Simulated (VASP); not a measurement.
All values below come from LDA (Ceperley-Alder, Perdew-Zunger), VASP's LDA PAW potentials (set 64) (plane waves; VASP).

The input files of a VASP run:

KPOINTS:
```
kpoints
0
gamma
  5 5 5
```

File POSCAR:
```
FeBi
1
    2.0770870000     1.1992070000     3.5549250000
   -2.0770870000     1.1992070000     3.5549250000
    0.0000000000    -2.3984140000     3.5549250000
Fe Bi
1 1
Direct
  0.7624000000   0.7624000000   0.7624000000
  0.2376000000   0.2376000000   0.2376000000
```

**INCAR**
```
! general
SYSTEM =FeBi
PREC   =Accurate
ENCUT  =300   ! plane-wave cut-off (eV)
LREAL  =.FALSE.   ! projection in real space or not
LASPH  =.TRUE.   ! aspherical one-centre terms

! electronic loop
EDIFF  =1E-6   ! SCF stop (eV)
NELM   =100
ALGO   =Normal   ! blocked Davidson
LMAXMIX=4   ! l cut-off of mixed one-centre charges

! smearing
ISMEAR =-1
SIGMA  =0.1   ! width (eV)

! spin
ISPIN  =2
MAGMOM =4.0 0.0

! ions
ISIF   =2

! output
LWAVE  =.FALSE.
LCHARG =.FALSE.
LORBIT =11   ! lm-projected
```

POTCAR, in this order: Fe Bi_d (LDA.64 set). Program: vasp_std.

At this cut-off the stress carries a Pulay error, which pulls relaxed volumes low. Unless said otherwise, spin-orbit coupling is left out, though it shifts the bands of the heavy elements here.

### Question
Estimate the energy per atom (σ→0), cell moment, pressure, largest force, band gap (on the k-mesh).

### Answer

The energy per atom (σ→0) is -5.804 eV/atom. The cell moment is 2.91 μB, the band gap (on the k-mesh) is none (metal, semimetal or under 0.01 eV) and the pressure is -12.17 GPa. The largest force is 0.189 eV/Å.

OSZICAR:
```
...
DAV:   9    -0.116880731866E+02    0.80029E-02   -0.34315E-02  1928   0.188E+00    0.570E-01
DAV:  10    -0.116863264426E+02    0.17467E-02   -0.50814E-03  1957   0.533E-01    0.109E-01
DAV:  11    -0.116861597819E+02    0.16666E-03   -0.32045E-04  1517   0.214E-01    0.711E-02
DAV:  12    -0.116861329672E+02    0.26815E-04   -0.13038E-04  1842   0.936E-02    0.547E-02
DAV:  13    -0.116861194428E+02    0.13524E-04   -0.15596E-05  1664   0.314E-02    0.237E-02
DAV:  14    -0.116861181912E+02    0.12516E-05   -0.18298E-06   845   0.150E-02    0.155E-02
DAV:  15    -0.116861179177E+02    0.27352E-06   -0.57861E-06   789   0.124E-02
   1 F= -.11686118E+02 E0= -.11607536E+02  d E =-.157164E+00  mag=     2.9078
```

The structure was generated: FeBi was put into an ordered model structure, which need not be its known phase. The cell was not relaxed at this level. The k-mesh is coarse (spacing up to 0.37 per Å, 2π included), so the numbers may not be converged in it. The run is one of a series of settings (GGA removed, POTCAR Fe Bi_d (LDA.64 set) against the base run), some of them coarse on purpose.
